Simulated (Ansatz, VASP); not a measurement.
# Ni2C: VASP beside Ansatz

Wanted: the spread between two codes on one cell, functional and k mesh. The cell is invented: As first built, before any earlier steps moved the atoms (in the runner's words): it takes the Cr2C structure with some of its atoms replaced by other elements, volume scaled by an estimate. It may not be a known or stable phase. The cell is taken from a series of VASP runs on this material, whose earlier steps may have relaxed, scaled or displaced it; both programs get it as it stands.

Calculated with Ansatz 0.2.0; plane waves, with VASP 6.6.1 beside it; relaxation of cell and atoms at PBE.

## Step 1: The starting structure

Symmetry: P-3m1, No. 164, trigonal system. Conventional cell: a = 2.883 Å, b = 2.883 Å, c = 4.015 Å, α = 90.00°, β = 90.00°, γ = 120.00°. Nearest to Ni lie 3 C at 1.93 Å. Nearest to C lie 6 Ni at 1.93 Å. As first built, before any earlier steps moved the atoms (in the runner's words): sites of the Cr2C structure (space group 164) filled with other elements, volume scaled by an estimate. Farther neighbours are not listed.

As a file:

```cif
data_structure
_symmetry_space_group_name_H-M 'P-3m1'
_symmetry_Int_Tables_number 164
_cell_length_a 2.8835
_cell_length_b 2.8835
_cell_length_c 4.0151
_cell_angle_alpha 90.000
_cell_angle_beta 90.000
_cell_angle_gamma 120.000
_cell_volume 28.91
loop_
_atom_site_label
_atom_site_type_symbol
_atom_site_symmetry_multiplicity
_atom_site_Wyckoff_symbol
_atom_site_fract_x
_atom_site_fract_y
_atom_site_fract_z
_atom_site_occupancy
Ni1 Ni 2 d 0.66667 0.33333 0.25844 1
C1 C 1 b 0.00000 0.00000 0.50000 1
```

## Step 2: Ansatz: relaxation of cell and atoms, PBE

Ansatz runs on its default PAW (the set named soft_2) files.

The relaxed volume is the usual yardstick between codes: its relative difference is about their pressure difference at one cell divided by the bulk modulus.

input.yaml reads:

```yaml
crystal:
  lattice:
    - [2.8834800917, -6.59e-08, 0.0]
    - [-1.4417406563, 2.497167844, 0.0]
    - [0.0, 0.0, 4.0150830843]
  atoms:
    - { symbol: Ni, position: [0.66666667, 0.33333333, 0.2584423073], spin: 1.0 }
    - { symbol: Ni, position: [0.33333333, 0.66666667, 0.7415576927], spin: 1.0 }
    - { symbol: C, position: [0.0, 0.0, 0.5] }
hamiltonian:
  xc: pbe
  pseudopotentials: { kind: paw }
magnetization:
  spin_polarized: true
kpoints:
  mp_grid: { grid: [9, 9, 6] }
scf:
  occupations: { method: fermi_dirac, width: 0.05 }
relax:
  f_tol: 0.01
  max_steps: 60
  cell: { stress_tol: 0.05 }
output:
  forces: true
  stress: true
  write_density: true
  write_potential: true
  elf: true
  volumetric_format: npy
```

Command:

```bash
$ ansatz run input.yaml --threads 4 --pin off --max-ram 9216MiB --backend cpu --events-out ev --progress --plain --runs-dir out
```

Numbers of over 12 decimals in the logs are rounded to 6 here.

Log:

```text
Warning: the atoms were moved onto the symmetric positions of the space group found under crystal.symmetry.tolerance 1.0e-5 (fractional; no operation is sought that the atoms, as they stand in a round, miss by more than twice it, and no atom is moved by as much as it), and the run uses the moved positions. Before a round's move an operation carried an atom to 2.88e-8 Å from where it should land, the largest such dist [...]
Engine: ansatz 0.2.0, aarch64-unknown-linux-gnu
Pseudopotentials: kind: paw
Pseudopotential: Ni, paw, valence charge 18, recommended cutoff 420 eV (normal), Ni.paw.azcp
Pseudopotential: C, paw, valence charge 4, recommended cutoff 420 eV (normal), C.paw.azcp
Functional definition: PBE
  parameter kappa = 0.804
  parameter beta = 0.066725
  exchange = pbe_x(kappa = kappa, mu = beta*pi^2/3)
  correlation = pbe_c(beta = beta)
Crystal: 3 atoms, lattice volume = 28.911 Å³
Basis set: ecut = 420 eV, 565 PW (Γ), exchange–correlation on 40×40×54 points (8 copies of the dense FFT grid, shifted against one another)
Bands: 26, of which v1, the nominal top of the filled ones, is band 20 counted from 1 (19 counted from 0)
Symmetry: 12 space group operations
Space group: P-3m1 (ITA 164), of the structure as read, at distance tolerance 3.1e-5 Å
Magnetic group: BNS 164.85 (UNI 1315), of the structure as read, at distance tolerance 3.1e-5 Å
k-points: 62 of 486
Non-local potential: Ni, projectors of the file, l = 0: 3, l = 1: 2, l = 2: 3, l = 3: 1
Non-local potential: C, projectors of the file, l = 0: 2, l = 1: 2, l = 2: 1
PAW form: soft (Blöchl's): semilocal exchange-correlation on the pseudo side does not see the compensation charge
PAW one-centre angular grid: Ni, 590 points (default); XC on 64 Gauss nodes
PAW one-centre angular grid: C, 110 points (default); XC on 64 Gauss nodes
Initial density: superposition of atomic densities (chi_scale 0.1, normalization cell, long waves kept (reshape's long-wave potential 0.01 eV rms))
Starting moments: Σ|m| = 2 μB on 2 of 3 sites
Initial wavefunctions: pseudopotential atomic-orbital guess
Functional: x = pbe(κ = 0.804, μ = 0.219515), c = pbe(β = 0.066725)
SCF iter   1: F=—  HF=-11926.773134 eV  |F-HF|=—  |Δ(HF+E_count)|=         —  Δρ=7.45e-2 (↑7.45e-2 ↓4.58e-2)  dr2=2.90e0  dr2_m=4.20e-1  M=1.108 μB ∫|m|=1.265 μB  β_m=0.30  ethr=3.10e-3  ⟨swp⟩=5.6  Hψ=11824  notcnv=0
Mixer restart at iter 1: flushing history
preconditioner: auto → none  [metal: Δε(μ)=0.003 eV  Ē_g=9.842 eV  σ=0.050 eV  W_gap=0.02  n_scr=8 (ndim 8)  ℏωp=33.8 eV  f_vac=0.000  D(μ)=3.72/eV (n_scr^D=54)  sad-step TF]
SCF iter   2: F=—  HF=-11926.513087 eV  |F-HF|=—  |Δ(HF+E_count)|=   2.60e-1  Δρ=7.10e-2 (↑4.02e-2 ↓7.10e-2)  dr2=7.04e-1  dr2_m=6.63e-1  M=0.742 μB ∫|m|=0.975 μB  β_m=0.47  ethr=3.10e-3  ⟨swp⟩=2.0  Hψ=4802  notcnv=0  defer=98
SCF iter   3: F=—  HF=-11927.893456 eV  |F-HF|=—  |Δ(HF+E_count)|=    1.38e0  Δρ=5.86e-2 (↑3.86e-2 ↓5.86e-2)  dr2=3.35e-1  dr2_m=5.74e-1  M=0.467 μB ∫|m|=0.704 μB  β_m=0.65  ethr=1.76e-3  ⟨swp⟩=3.0  Hψ=6036  notcnv=0  defer=99
SCF iter   4: F=—  HF=-11929.078759 eV  |F-HF|=—  |Δ(HF+E_count)|=    1.19e0  Δρ=5.80e-2 (↑1.21e-2 ↓5.80e-2)  dr2=6.01e-1  dr2_m=2.79e-1  M=0.315 μB ∫|m|=0.459 μB  β_m=0.40  ethr=8.38e-4  ⟨swp⟩=3.0  Hψ=6271  notcnv=0  defer=120
SCF iter   5: F=—  HF=-11929.360863 eV  |F-HF|=—  |Δ(HF+E_count)|=   2.82e-1  Δρ=2.20e-2 (↑2.20e-2 ↓1.85e-2)  dr2=5.74e-3  dr2_m=1.06e-1  M=0.153 μB ∫|m|=0.253 μB  β_m=0.50  ethr=8.38e-4  ⟨swp⟩=3.1  Hψ=5805  notcnv=0  defer=119
SCF iter   6: F=—  HF=-11929.409587 eV  |F-HF|=—  |Δ(HF+E_count)|=         —  Δρ=1.62e-2 (↑9.72e-3 ↓1.62e-2)  dr2=1.24e-1  dr2_m=4.43e-3  M=-0.007 μB ∫|m|=0.012 μB  β_m=0.68  ethr=1.43e-5  ⟨swp⟩=2.8  Hψ=7673  notcnv=0  defer=114
Mixer restart at iter 6: flushing history
SCF iter   7: F=—  HF=-11929.582337 eV  |F-HF|=—  |Δ(HF+E_count)|=   1.73e-1  Δρ=2.79e-2 (↑2.79e-2 ↓2.59e-2)  dr2=5.71e-1  dr2_m=4.78e-4  M=-0.003 μB ∫|m|=0.007 μB  β_m=0.40  ethr=1.43e-5  ⟨swp⟩=3.7  Hψ=8884  notcnv=0  defer=115  recentre
SCF iter   8: F=—  HF=-11929.431924 eV  |F-HF|=—  |Δ(HF+E_count)|=   1.50e-1  Δρ=6.60e-3 (↑3.54e-3 ↓6.60e-3)  dr2=1.88e-2  dr2_m=1.07e-3  M=-0.004 μB ∫|m|=0.008 μB  β_m=0.55  ethr=1.43e-5  ⟨swp⟩=3.2  Hψ=8603  notcnv=0  defer=116
SCF iter   9: F=—  HF=-11929.445794 eV  |F-HF|=—  |Δ(HF+E_count)|=   1.39e-2  Δρ=9.04e-4 (↑9.04e-4 ↓5.07e-4)  dr2=3.89e-4  dr2_m=1.19e-5  M=-0.000 μB ∫|m|=0.002 μB  β_m=0.70  ethr=1.43e-5  ⟨swp⟩=2.0  Hψ=5404  notcnv=0  defer=116
SCF iter  10: F=—  HF=-11929.445923 eV  |F-HF|=—  |Δ(HF+E_count)|=   1.29e-4  Δρ=2.55e-4 (↑2.55e-4 ↓2.15e-4)  dr2=1.33e-4  dr2_m=1.70e-6  M=-0.000 μB ∫|m|=0.001 μB  β_m=0.55  ethr=9.72e-7  ⟨swp⟩=2.0  Hψ=4455  notcnv=0  defer=116
SCF iter  11: F=—  HF=-11929.445892 eV  |F-HF|=—  |Δ(HF+E_count)|=   3.10e-5  Δρ=1.63e-4 (↑1.63e-4 ↓7.64e-5)  dr2=1.12e-5  dr2_m=6.26e-7  M=-0.000 μB ∫|m|=0.001 μB  β_m=0.58  ethr=3.34e-7  ⟨swp⟩=2.0  Hψ=4516  notcnv=0  defer=116
SCF iter  12: F=—  HF=-11929.445896 eV  |F-HF|=—  |Δ(HF+E_count)|=   4.23e-6  Δρ=3.78e-5 (↑3.78e-5 ↓1.48e-5)  dr2=4.61e-7  dr2_m=6.83e-8  M=-0.000 μB ∫|m|=0.000 μB  β_m=0.76  ethr=2.80e-8  ⟨swp⟩=2.0  Hψ=4296  notcnv=0  defer=116
SCF iter  13: F=—  HF=-11929.445897 eV  |F-HF|=—  |Δ(HF+E_count)|=   7.68e-7  Δρ=8.23e-6 (↑8.23e-6 ↓2.71e-6)  dr2=2.27e-8  dr2_m=3.75e-9  M=-0.000 μB ∫|m|=0.000 μB  β_m=0.78  ethr=1.15e-9  ⟨swp⟩=2.1  Hψ=4812  notcnv=0  defer=116
SCF iter  14: F=—  HF=-11929.445897 eV  |F-HF|=—  |Δ(HF+E_count)|=   1.35e-8  Δρ=3.18e-6 (↑2.83e-6 ↓3.18e-6)  dr2=7.67e-9  dr2_m=2.96e-11  M=-0.000 μB ∫|m|=0.000 μB  β_m=0.79  ethr=5.66e-11  ⟨swp⟩=2.1  Hψ=5300  notcnv=0  defer=116
SCF iter  15: F=-11929.445897 eV  HF=-11929.445897 eV  |F-HF|=6.69e-9  |Δ(HF+E_count)|=   5.24e-9  Δρ=3.03e-6 (↑3.02e-6 ↓3.03e-6)  dr2=7.65e-9  dr2_m=3.23e-12  M=-0.000 μB ∫|m|=0.000 μB  ethr=1.92e-11  ⟨swp⟩=4.9  Hψ=16781  notcnv=0
WARN: the starting moments were not kept: the SCF closed with an absolute magnetisation of 1.7e-6 μB, where they sum to 2 μB in size (2 sites). That is at most 0.1 of that sum. Measured as dr2_m measures the in/out step, that magnetisation stands 8.5e-13 eV from none, at or under the dr2_threshold of 1.0e-7 eV: it is no larger than a step whose dr2_m would equal this threshold. The system may hold no moment; this SCF [...]
SCF 1 converged in 15 iterations: F = -11929.445897 eV  dr2 = 7.65e-9
  greatest PAW one-centre occupation: 1.001 electrons in one spin orbital (limit 2), on the Ni atom at site 1 (counted from 0), in its partial waves of l = 1
relax step   1: F+E_penalty+E_count = -11929.44589678 eV  Δ(F+E_penalty+E_count) = +0.000e0 eV  max|allowed force component| = 2.661e-2 eV/Å  Δτ_max = 0.0000 Å  P = -0.082 GPa  Ω = 28.911 Å³  (15 SCF iters, dr2 threshold 1.00e-7 eV, accepted)
[...]
relax step   2: F+E_penalty+E_count = -11929.44593107 eV  Δ(F+E_penalty+E_count) = -3.429e-5 eV  max|allowed force component| = 1.930e-2 eV/Å  Δτ_max = 0.0005 Å  P = -0.062 GPa  Ω = 28.914 Å³  energy of the carried Pulay correction = -4.391e-6 eV  (7 SCF iters, dr2 threshold 1.61e-7 eV, accepted)
[...]
relax step   3: F+E_penalty+E_count = -11929.44600195 eV  Δ(F+E_penalty+E_count) = -7.088e-5 eV  max|allowed force component| = 4.056e-3 eV/Å  Δτ_max = 0.0008 Å  P = +0.107 GPa  Ω = 28.896 Å³  energy of the carried Pulay correction = +2.237e-5 eV  (8 SCF iters, dr2 threshold 1.01e-7 eV, accepted)
[...]
relax step   4: F+E_penalty+E_count = -11929.44596024 eV  Δ(F+E_penalty+E_count) = +4.172e-5 eV  max|allowed force component| = 1.682e-3 eV/Å  Δτ_max = 0.0007 Å  P = -0.078 GPa  Ω = 28.929 Å³  energy of the carried Pulay correction = -2.917e-5 eV  (8 SCF iters, dr2 threshold 5.89e-8 eV, accepted)
[...]
relax step   5: F+E_penalty+E_count = -11929.44598165 eV  Δ(F+E_penalty+E_count) = -2.141e-5 eV  max|allowed force component| = 2.599e-3 eV/Å  Δτ_max = 0.0000 Å  P = +0.023 GPa  Ω = 28.917 Å³  energy of the carried Pulay correction = -1.023e-5 eV  (8 SCF iters, dr2 threshold 1.95e-8 eV, accepted)
[...]
relax step   6: F+E_penalty+E_count = -11929.44600717 eV  Δ(F+E_penalty+E_count) = -2.552e-5 eV  max|allowed force component| = 2.530e-3 eV/Å  Δτ_max = 0.0000 Å  P = +0.023 GPa  Ω = 28.917 Å³  stress off target by 3.53e-2 GPa  SCF on the basis re-selected at this cell (its energy is not comparable with the rows above)  (7 SCF iters)
basis re-selected at this cell: Δ(F+E_penalty+E_count) = -2.552e-5 eV, ΔP = -0.001 GPa vs the last step (what re-selecting the basis moved, of the pressure what is left beyond the Pulay correction that the steps carried, after the strain that the cell walked since its last selection, with what the two solves' SCF thresholds leave and, on support functions, any second-order correction that the steps lacked; it is no m [...]
SCF converged after 7 iterations
Magnetization: -0.0000 μB (20.0000 up, 20.0000 down)
Absolute magnetization: 0.0000 μB (∫|ρ↑−ρ↓|, with the PAW one-centre terms)
Spin contamination: 0.0000 ħ² per cell (⟨S²⟩ above its minimum at these occupations)
Per-site moments (μB) at R_I (Å): [(-2.9260238894147357e-10, 0.794617), (-2.9260239962148457e-10, 0.794617), (1.0250671188855185e-9, 0.794617)]
Free energy (F): -11929.446007 eV
Harris-Foulkes:  -11929.446007 eV  (|F-HF|=1.64e-11)
Internal energy: -11929.437194 eV  (E = F + TS)
E sigma→0 (E₀):  -11929.441601 eV
Entropy (-TS):   -0.008813 eV (-2.938 meV/atom)
Fermi energy:    16.666471 eV
--- Per-component energies (eV) ---
  E_band       = -620.186451
  E_kinetic    = 652.214985
  E_local      = -7587.565062  (includes V_loc(G=0)·N_el)
  E_nonlocal   = 1299.087403
  E_hartree    = 3175.730651
  E_xc         = -217.646441
  E_vxc        = -278.329759  (∫ρ·V_xc dr)
  E_paw        = -3358.502691  (= ΣΔE_a)
  E_vpaw       = -1057.056647  (= ΣTr[D̂ρ^β])
  E_aug_tail   = 0.000913  (compensation charges beyond the density's cutoff)
  E_ewald      = -5892.756952
  E_smearing   = -0.008813  (= −TS)
  E_closure    = -0.000000  (closes the sum)
  Σ components = -11929.446007   (vs F -11929.446007, Δ=0.00e0)
--- Forces (eV/Å), atoms counted from 1 ---
  atom   1  Ni     0.00000000     0.00000000    -0.00253042
  atom   2  Ni    -0.00000000    -0.00000000     0.00253042
  atom   3  C     -0.00000000    -0.00000000     0.00000000
  max |Σ_I F_I| component: 1.31e-30 eV/Å
--- Stress (GPa, compression-positive) ---
        0.035314      -0.000000      -0.000000
       -0.000000       0.035314      -0.000000
        0.000000      -0.000000      -0.002019
  P = ⅓ Tr σ = 0.0229 GPa (0.229 kbar)
--- Band table (eV; the first three rows and the last of 124) ---
  k-point 0 ↑: bands = [... 16 lower, 13.9785, 14.5678, 14.9339, 14.9339, 17.1974, 20.4024, 20.4024, 26.6151, ... 2 higher]
  k-point 1 ↑: bands = [... 16 lower, 14.0954, 14.3876, 15.0061, 15.0061, 18.0856, 20.3085, 20.3085, 26.3126, ... 2 higher]
  k-point 2 ↑: bands = [... 16 lower, 14.4122, 14.4122, 15.0704, 15.0704, 19.6822, 20.1204, 20.1204, 25.5950, ... 2 higher]
  k-point 61 ↓: bands = [... 16 lower, 14.6823, 14.6823, 16.1047, 16.1047, 16.8181, 17.2812, 20.3244, 20.3244, ... 2 higher]
--- Relaxed structure (5 steps of the walk, 5 accepted, 1 SCFs on fresh bases) ---
  F+E_penalty+E_count = -11929.44600717 eV   max|allowed force component| = 2.530e-3 eV/Å   (the final SCF, on the basis selected at the relaxed cell)
  cell:  # Å, volume = 28.9173 Å³
    - [2.886655, 3.198451846720506e-7, 0]
    - [-1.443328, 2.499916, 1.3962966966694931e-19]
    - [0, 2.2450425293732795e-19, 4.007161]
  atoms:
    - { symbol: Ni, position: [0.666667, 0.333333, 0.258924] }
    - { symbol: Ni, position: [0.333333, 0.666667, 0.741076] }
    - { symbol: C, position: [0, 0, 0.5] }
```

It took 9.4 s on 4 threads of Arm Neoverse V2, shared host; peak memory 0.38 GiB.

[end of part 1 of 2]

[Lines on the potential files, build, host, timing and source positions are cut from VASP's logs without a mark.]

[Logs are printed without paths, hosts, clocks, repeated set-up lines and the standing remarks that a program may print on its own settings, such as how far it seeks lower states.]

[Hosts, paths, dates, database ids (printed as entryN), source tags and the programs' standing remarks are cut or masked in the printed files.]
